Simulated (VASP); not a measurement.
# SbAs with PBEsol: from relaxation to properties, part 2 of 4

What structure does SbAs take at this level, and what are its properties? Left out of this account: at least 1 further run (optics: it repeats an earlier run and gave the same numbers). The start is a computed cell from the Materials Project.

VASP 6.6.1; PBEsol; plane waves and PAW (Sb, As).

So far. Step 3 (Full relaxation (PBEsol)): It ends with a largest force of 0.004 eV/Å and a pressure of -0.01 GPa. The relaxed cell has a = 4.069, c = 10.474 Å (conventional setting).

### Step 4. Second relaxation

The basis stayed that of the start cell while the cell moved. A rerun from the cell reached resets it; the error of the finite cutoff stays.

INCAR

```
SYSTEM = SbAs
PREC = Accurate
ENCUT = 400
EDIFF = 1E-06
NELM = 100
ISMEAR = 0
SIGMA = 0.05
LREAL = .FALSE.
ALGO = Normal
GGA = PS
NBANDS = 11
LORBIT = 11
LWAVE = .FALSE.
LCHARG = .FALSE.
KPAR = 2
IBRION = 2
NSW = 60
ISIF = 3
EDIFFG = -0.01
```

POSCAR

```
SbAs
1.0
    2.0343856291      1.1745530906      3.4912334031
   -2.0343856291      1.1745530906      3.4912334031
    0.0000000000     -2.3491061811      3.4912334031
Sb As
1 1
Direct
    0.2338883674      0.2338883674      0.2338883674
    0.7661096326      0.7661096326      0.7661096326
```

KPOINTS

```
Automatic mesh
0
Gamma
7 7 7
0 0 0
```

Potentials, in the order of the species: Sb and As (PBE family, release 64).

Command:

```
mpirun -np 2 vasp_std
```

Output:

```text
[... set-up lines as in an earlier step ...]
 entering main loop
       N       E                     dE             d eps       ncg     rms          rms(c)
DAV:   1     0.287569215684E+02    0.28757E+02   -0.33363E+03   968   0.593E+02
DAV:   2    -0.811756852353E+01   -0.36874E+02   -0.35864E+02  1369   0.108E+02
DAV:   3    -0.977575869712E+01   -0.16582E+01   -0.16530E+01  1169   0.255E+01
DAV:   4    -0.978784645430E+01   -0.12088E-01   -0.12086E-01  1110   0.257E+00
DAV:   5    -0.978795395934E+01   -0.10751E-03   -0.10751E-03  1108   0.261E-01    0.312E+00
DAV:   6    -0.972475421437E+01    0.63200E-01   -0.21367E-01  1022   0.161E+00    0.189E+00
DAV:   7    -0.971928224796E+01    0.54720E-02   -0.29113E-02  1121   0.836E-01    0.656E-01
DAV:   8    -0.971795681319E+01    0.13254E-02   -0.34209E-03  1013   0.282E-01    0.817E-02
DAV:   9    -0.971793849932E+01    0.18314E-04   -0.50244E-04  1058   0.121E-01    0.453E-02
DAV:  10    -0.971793908453E+01   -0.58521E-06   -0.24363E-05  1127   0.319E-02    0.214E-02
DAV:  11    -0.971793811880E+01    0.96574E-06   -0.14646E-05  1043   0.155E-02    0.367E-03
DAV:  12    -0.971793797058E+01    0.14821E-06   -0.10684E-06   538   0.639E-03
   1 F= -.97179380E+01 E0= -.97179380E+01  d E =-.971794E+01
 curvature:   0.00 expect dE= 0.000E+00 dE for cont linesearch  0.000E+00
 trial: gam= 0.00000 g(F)=  0.137E-05 g(S)=  0.158E-05 ort = 0.000E+00 (trialstep = 0.100E+01)
 search vector abs. value=  0.295E-05
 reached required accuracy - stopping structural energy minimisation
```

Elapsed: 16 s, on 2 MPI ranks of AMD EPYC 7R43, shared host; peak memory 0.25 GiB; 30 s of CPU time.

From OUTCAR (step 4):

```text
  LATTYP: Found a trigonal (rhomboedric) cell.
 ALAT       =     4.2079698817
 COS(alpha) =     0.5325326224

The static configuration has the point symmetry C_3v.

 Found     44 irreducible k-points:

   dimension x,y,z NGX =    28 NGY =   28 NGZ =   28
   dimension x,y,z NGXF=    56 NGYF=   56 NGZF=   56

   ENCUT  =  400.0 eV  29.40 Ry    5.42 a.u.   6.86  6.86  6.86*2*pi/ulx,y,z

   NELECT =      10.0000    total number of electrons

 E-fermi :   6.6027

 k-point     1 :       0.0000    0.0000    0.0000
  band No.  band energies     occupation
      1      -7.2122      2.00000
      2       1.5391      2.00000
      3       4.5867      2.00000
      4       4.7147      2.00000
      5       4.7147      2.00000
      6       9.1330      0.00000
      7       9.8358      0.00000
      8       9.8358      0.00000
      9      12.2650      0.00000
     10      12.2650      0.00000
    ...

 k-point     2 :       0.1429    0.0000    0.0000
  band No.  band energies     occupation
      1      -6.9693      2.00000
      2       0.5465      2.00000
      3       4.5977      2.00000
      4       4.6674      2.00000
      5       5.1387      2.00000
      6       8.8633      0.00000
      7       9.2051      0.00000
      8       9.2299      0.00000
      9      11.6918      0.00000
     10      12.3188      0.00000
    ...

  Total       -0.0022297     -0.0022297     -0.0074587      0.0000000     -0.0000000      0.0000000
  in kB       -0.0713715     -0.0713715     -0.2387476      0.0000000     -0.0000000      0.0000000
  external PRESSURE =      -0.1271636 kB  Pullay stress =       0.0000000 kB

 POSITION                                       TOTAL-FORCE (eV/Angst)
 -----------------------------------------------------------------------------------
      0.00000      0.00000      2.44968         0.000000      0.000000      0.003765
      0.00000      0.00000      8.02400         0.000000     -0.000000     -0.003765
 -----------------------------------------------------------------------------------
    total drift:                               -0.000000     -0.000000      0.000060

  FREE ENERGIE OF THE ION-ELECTRON SYSTEM (eV)
  ---------------------------------------------------
  free  energy   TOTEN  =        -9.7179379706 eV

  energy  without entropy=       -9.7179379703  energy(sigma->0) =       -9.71793797

 total charge
# of ion       s       p       d       tot
------------------------------------------
    1        1.229   1.096   0.046   2.371
    2        1.297   1.378   0.038   2.712
--------------------------------------------------
tot          2.526   2.474   0.084   5.084

[... 5 parts as in an earlier step ...]

[... 6 further parts left out ...]
```

Little changed from the start: no atom moved by 0.005 Å and no cell edge by 0.1 %.

Numbers from this step:

```
pressure                        : -0.01272 GPa
SCF cycles over all ionic steps : 12
```

It ends with a largest force of 0.004 eV/Å and a pressure of -0.01 GPa. The volume moved by under 0.01 %: the run met its threshold at the first step.

### Step 5. Density, ELF and potential (PBEsol)

A single point on the relaxed cell gives a clean self-consistent state, with density, ELF and potential written out.

Changes to INCAR since step 4:

```diff
@@ -13,7 +13,5 @@
 LWAVE = .FALSE.
-LCHARG = .FALSE.
-KPAR = 2
-IBRION = 2
-NSW = 60
-ISIF = 3
-EDIFFG = -0.01
+LCHARG = .TRUE.
+ISIF = 2
+LELF = .TRUE.
+LVHAR = .TRUE.
```

POSCAR is that of step 4.

KPOINTS is that of step 4.

Command:

```
mpirun -np 2 vasp_std
```

Output:

```text
[banner, memory and clock lines left out]
running    2 mpi-ranks, on    1 nodes
 distrk:  each k-point on    2 cores,    1 groups
 distr:  one band on    1 cores,    2 groups

 POSCAR found type information on POSCAR SbAs
 POSCAR found :  2 types and       2 ions
 [... a notice as in an earlier step ...]

 LDA part: xc-table for (Slater+PW92), standard interpolation
|                                                                             |
|           W    W    AA    RRRRR   N    N  II  N    N   GGGG   !!!           |
|           W    W   A  A   R    R  NN   N  II  NN   N  G    G  !!!           |
|           W    W  A    A  R    R  N N  N  II  N N  N  G       !!!           |
|           W WW W  AAAAAA  RRRRR   N  N N  II  N  N N  G  GGG   !            |
|           WW  WW  A    A  R   R   N   NN  II  N   NN  G    G                |
|           W    W  A    A  R    R  N    N  II  N    N   GGGG   !!!           |
|                                                                             |
|     The number of bands has been changed from the values supplied in        |
|     The orbitals not found in the WAVECAR file will be initialized with     |
|     random numbers, which is usually adequate. For correlated               |
|     calculations, however, you should redo the groundstate calculation.     |
|     I found NBANDS = 11. Now, NBANDS = 12.                                  |
|                                                                             |

 POSCAR, INCAR and KPOINTS ok, starting setup
 FFT: planning ... GRIDC
 FFT: planning ... GRID_SOFT
 FFT: planning ... GRID
 WAVECAR not read
 entering main loop
       N       E                     dE             d eps       ncg     rms          rms(c)
DAV:   1     0.258765735325E+02    0.25877E+02   -0.33457E+03  1056   0.546E+02
DAV:   2    -0.819711539116E+01   -0.34074E+02   -0.32831E+02  1460   0.981E+01
DAV:   3    -0.977715284554E+01   -0.15800E+01   -0.15752E+01  1304   0.230E+01
DAV:   4    -0.978785927315E+01   -0.10706E-01   -0.10706E-01  1212   0.232E+00
DAV:   5    -0.978795413720E+01   -0.94864E-04   -0.94863E-04  1332   0.229E-01    0.312E+00
DAV:   6    -0.972479751417E+01    0.63157E-01   -0.20864E-01  1156   0.147E+00    0.189E+00
DAV:   7    -0.971926998929E+01    0.55275E-02   -0.28055E-02  1316   0.762E-01    0.661E-01
DAV:   8    -0.971795302589E+01    0.13170E-02   -0.32505E-03  1132   0.259E-01    0.760E-02
DAV:   9    -0.971793848087E+01    0.14545E-04   -0.47221E-04  1244   0.109E-01    0.447E-02
DAV:  10    -0.971793911053E+01   -0.62966E-06   -0.23210E-05  1312   0.291E-02    0.209E-02
DAV:  11    -0.971793803660E+01    0.10739E-05   -0.13263E-05  1240   0.138E-02    0.355E-03
DAV:  12    -0.971793798142E+01    0.55178E-07   -0.92124E-07   668   0.558E-03
   1 F= -.97179380E+01 E0= -.97179380E+01  d E =-.280402E-09
```

It took 19 s on 2 MPI ranks; peak memory 0.22 GiB; 36 s of CPU time.

OUTCAR, selected parts (step 5):

```text
   k-points           NKPTS =     44   k-points in BZ     NKDIM =     44   number of bands    NBANDS=     12

   NELECT =      10.0000    total number of electrons

 E-fermi :   6.6025

 k-point     4 :       0.4286    0.0000    0.0000
  band No.  band energies     occupation
      1      -5.2023      2.00000
      2      -3.0557      2.00000
      3       4.6051      2.00000
      4       4.7635      2.00000
      5       6.0469      2.00000
      6       6.7968      0.00000
      7       7.2967      0.00000
      8       7.3658      0.00000
      9      14.2473      0.00000
     10      15.3590      0.00000
    ...

  Total       -0.0022700     -0.0022700     -0.0074815      0.0000000     -0.0000000      0.0000000
  in kB       -0.0726611     -0.0726611     -0.2394769      0.0000000     -0.0000000      0.0000000
  external PRESSURE =      -0.1282663 kB  Pullay stress =       0.0000000 kB

 POSITION                                       TOTAL-FORCE (eV/Angst)
 -----------------------------------------------------------------------------------
      0.00000      0.00000      2.44968         0.000000      0.000000      0.003766
      0.00000      0.00000      8.02400         0.000000     -0.000000     -0.003766
 -----------------------------------------------------------------------------------
    total drift:                                0.000000     -0.000000      0.000049

  FREE ENERGIE OF THE ION-ELECTRON SYSTEM (eV)
  ---------------------------------------------------
  free  energy   TOTEN  =        -9.7179379814 eV

  energy  without entropy=       -9.7179379811  energy(sigma->0) =       -9.71793798

[... 13 parts as in an earlier step ...]

[... 3 further parts left out ...]
```

Numbers from this step:

```
SCF cycles : 12
bands      : 12
pressure   : -0.01283 GPa
```

Valence electrons inside each PAW sphere by angular momentum. Sphere charges, by row:

```csv
atom,s (e),p (e),d (e),tot (e)
Sb1,1.229,1.096,0.046,2.371
As2,1.297,1.378,0.038,2.712
```

ELF in the ac plane of the conventional cell at fractional y = 0.000, with atoms of Sb and As within 0.2 Å of it. It is the smooth field of the valence electrons, not physical close to the nuclei.

Ten even steps from '_' (0.03) to '@' (0.87), each cell a mean:
```
______..::--======--..______
....::::--++****++==--::....
++++++==++********++++==++++
%%%%####**++++++++++**####%%
%%%%%%%%**==----==++##%%%%%%
##%%@@%%**==....::++%%@@%%%%
@@@@@@%%**::..__..==##@@@@@@
@@@@@@**==::....::::++##@@@@
##**++--::--==++==--::==++##
::......--++####**==::....::
______::==**##%%##++--..____
______::==##%%%%##**--..____
______::++**%%%%##**--..____
____..::==**######++--..____
--::::::--++**##**==--::::--
%%##**==----====------==**%%
@@@@@@##==::......::++%%@@@@
%%%%@@%%**::..__..==##@@@@%%
**##@@%%**==::..::++%%@@%%##
%%%%%%%%**++======++##%%%%%%
######******************####
------==++**####**++==------
____..::--++******==--....__
______..::--======--..______
```
Columns run along a (4.1 Å), rows up along c (10.5 Å), edges of the conventional cell, whose origin can differ from the input's. Atoms in or near the plane, at fractional coordinates: Sb at (0.00, 0.77), As at (0.00, 0.23).

Valence density in the ac plane of the conventional cell at fractional y = 0.000, with atoms of Sb and As within 0.2 Å of it. It is the smooth field of the valence electrons, not physical close to the nuclei.

Values in e/Å³, 24 rows by 14 columns, each cell a mean:
```
 0.04  0.04  0.05  0.07  0.11  0.15  0.19  0.20  0.17  0.13  0.09  0.06  0.05  0.04
 0.08  0.08  0.09  0.11  0.14  0.18  0.22  0.23  0.21  0.17  0.12  0.10  0.08  0.08
 0.19  0.19  0.18  0.18  0.19  0.21  0.23  0.24  0.23  0.20  0.18  0.18  0.18  0.19
 0.31  0.32  0.32  0.28  0.23  0.21  0.20  0.19  0.20  0.21  0.25  0.30  0.32  0.32
 0.03  0.18  0.33  0.34  0.25  0.18  0.14  0.13  0.15  0.20  0.29  0.36  0.28  0.10
-0.27 -0.01  0.28  0.35  0.23  0.14  0.10  0.09  0.11  0.17  0.29  0.35  0.18 -0.14
 0.11  0.24  0.36  0.32  0.19  0.12  0.08  0.07  0.09  0.14  0.24  0.35  0.33  0.18
 0.37  0.35  0.30  0.22  0.14  0.11  0.09  0.09  0.10  0.12  0.17  0.25  0.33  0.36
 0.19  0.18  0.15  0.13  0.13  0.13  0.15  0.15  0.14  0.13  0.13  0.14  0.17  0.19
 0.08  0.08  0.08  0.10  0.14  0.19  0.23  0.25  0.22  0.17  0.12  0.09  0.08  0.08
 0.04  0.05  0.06  0.10  0.16  0.24  0.32  0.34  0.29  0.21  0.13  0.08  0.05  0.04
 0.03  0.04  0.06  0.10  0.18  0.27  0.35  0.37  0.32  0.23  0.14  0.08  0.05  0.04
 0.04  0.04  0.06  0.10  0.17  0.25  0.32  0.34  0.30  0.22  0.14  0.08  0.05  0.04
 0.05  0.05  0.07  0.10  0.16  0.22  0.27  0.28  0.25  0.19  0.13  0.09  0.06  0.05
 0.10  0.10  0.10  0.11  0.13  0.17  0.20  0.21  0.19  0.15  0.12  0.10  0.10  0.10
 0.29  0.26  0.20  0.15  0.13  0.12  0.13  0.13  0.12  0.12  0.14  0.17  0.22  0.27
 0.56  0.53  0.43  0.27  0.16  0.11  0.09  0.08  0.09  0.12  0.20  0.33  0.48  0.55
 0.14  0.39  0.55  0.41  0.22  0.12  0.08  0.07  0.09  0.15  0.29  0.50  0.52  0.27
-0.11  0.25  0.55  0.46  0.26  0.15  0.11  0.10  0.12  0.19  0.34  0.53  0.47  0.07
 0.45  0.52  0.52  0.38  0.25  0.19  0.16  0.15  0.17  0.21  0.30  0.45  0.54  0.49
 0.37  0.35  0.30  0.25  0.22  0.21  0.21  0.21  0.21  0.21  0.23  0.27  0.32  0.36
 0.14  0.14  0.14  0.15  0.17  0.20  0.23  0.23  0.22  0.19  0.16  0.14  0.14  0.14
 0.05  0.06  0.07  0.09  0.13  0.17  0.21  0.22  0.20  0.16  0.11  0.08  0.06  0.06
 0.03  0.04  0.05  0.07  0.11  0.15  0.18  0.19  0.17  0.13  0.09  0.06  0.04  0.03
```
Columns run along a (4.1 Å), rows up along c (10.5 Å), edges of the conventional cell, whose origin can differ from the input's. Atoms in or near the plane, at fractional coordinates: Sb at (0.00, 0.77), As at (0.00, 0.23).

Electrostatic potential energy in the ac plane of the conventional cell at fractional y = 0.000, with atoms of Sb and As within 0.2 Å of it. With pseudopotentials it is smooth inside the atoms' cores, unlike the true potential.

Ten even steps from '_' (-65 eV) to '@' (3 eV), each cell a mean:
```
@@@@@@@@@@@@@@@@@@@@@@@@@@@@
@@@@@@@@@@@@@@@@@@@@@@@@@@@@
%%@@@@@@@@@@@@@@@@@@@@@@@@@@
--++##%%@@@@@@@@@@@@@@%%**==
____::##@@@@@@@@@@@@%%++..__
______++%%@@@@@@@@@@%%--____
____--##@@@@@@@@@@@@%%++..__
++**%%@@@@@@@@@@@@@@@@%%##++
@@@@@@@@@@@@@@@@@@@@@@@@@@@@
@@@@@@@@@@@@@@@@@@@@@@@@@@@@
@@@@@@@@@@@@@@@@@@@@@@@@@@@@
@@@@@@@@@@@@@@@@@@@@@@@@@@@@
@@@@@@@@@@@@%%%%%%@@@@@@@@@@
@@@@@@@@@@@@%%%%%%@@@@@@@@@@
@@@@@@@@@@@@@@@@@@@@@@@@@@@@
@@@@@@@@@@@@@@@@@@@@@@@@@@@@
==++##@@@@@@@@@@@@@@@@%%##++
++--==%%@@@@@@@@@@@@@@**--==
##==--##@@@@@@@@@@@@%%++--++
----**%%@@@@@@@@@@@@@@##++--
##%%@@@@@@@@%%%%@@@@@@@@%%%%
@@@@@@@@@@@@%%%%%%@@@@@@@@@@
@@@@@@@@@@@@@@@@@@@@@@@@@@@@
@@@@@@@@@@@@@@@@@@@@@@@@@@@@
```
Columns run along a (4.1 Å; values clipped at the 3rd and 97th percentile), rows up along c (10.5 Å), edges of the conventional cell, whose origin can differ from the input's. Atoms in or near the plane, at fractional coordinates: Sb at (0.00, 0.77), As at (0.00, 0.23).

In this run the pressure is -0.01 GPa, small enough to go on; single stress components reach 0.02 GPa.

[end of part 2 of 4]

[Lines on the potential files, build, host, timing and source positions are cut from VASP's logs without a mark.]

[Logs are printed without paths, hosts, clocks, repeated set-up lines and the standing remarks that a program may print on its own settings, such as how far it seeks lower states.]

[Hosts, paths, dates, database ids (printed as entryN), source tags and the programs' standing remarks are cut or masked in the printed files.]

[A measured line is paired with the nearest computed mode of its activity, which favours agreement.]

[In band tables of VASP the shares of atoms and orbitals are scaled to a sum of 1 inside the atoms' spheres.]
